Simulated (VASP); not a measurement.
Data:

```yaml
crystal:
  lattice:
    - [3.41623, 0.00000, 0.00000]
    - [0.00000, 3.41623, 0.00000]
    - [0.00000, 0.00000, 3.41623]
  atoms:
    - { symbol: Si, position: [0.00000, 0.00000, 0.00000] }
    - { symbol: Ni, position: [0.00000, 0.50000, 0.50000] }
    - { symbol: Ni, position: [0.50000, 0.00000, 0.50000] }
    - { symbol: Ni, position: [0.50000, 0.50000, 0.00000] }
```

These are PBE GGA, VASP's PBE PAW potentials (set 64) (plane waves; VASP) values and carry that method's errors. Numerical set-up: 480 eV cut-off, 8×8×8 Γ-centred mesh, first-order Methfessel-Paxton smearing of 0.10 eV, potentials Si Ni.

Question: What does the run give for the energy per atom (σ→0), pressure, band gap (on the k-mesh) with the smallest direct gap where there is one?

Answer: 
```json
{
 "band gap (on the k-mesh)": "none (metal, semimetal or under 0.01 eV)",
 "energy per atom (σ→0)": "-5.873 eV/atom",
 "pressure": "19.86 GPa"
}
```

Only differences to runs with the same potentials and settings are physical.

The compound is Ni3Si in the L1_2 structure. It was relaxed first under an external pressure of 20 GPa. The run is not spin-polarised, so no magnetic state was tried.
